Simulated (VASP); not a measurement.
A run of VASP 6.6.1 is set up as follows.

File INCAR:

```
ALGO = Normal ; EDIFF = 1E-6
ENCUT = 520 ; GGA = CA
ISIF = 2 ; ISMEAR = 0
LASPH = T ; LCHARG = F
LREAL = F ; LWAVE = F
NBANDS = 11 ; NELM = 100
PREC = Accurate ; SIGMA = 0.15
```

Contents of KPOINTS:

```
k-points
0
Gamma
  21 21 6
```

Contents of POSCAR:

```
C
1.0
    2.5473000000      0.0000000000      0.0000000000
   -1.2736500000      2.2060265111      0.0000000000
    0.0000000000      0.0000000000      8.0977000000
C
2
Direct
    0.3333333333      0.6666666667      0.0000000000
    0.6666666667      0.3333333333      0.0000000000
```

Potentials or basis: VASP PAW LDA potentials, release 64 (C).

Run with:

```console
$ cat potpaw_LDA.64/C/POTCAR > POTCAR
$ mpirun -np 1 vasp_std > vasp.out
```

**Question.** What does it give for the band gap on the k mesh?

**Answer.** None (metal or under the smearing width).
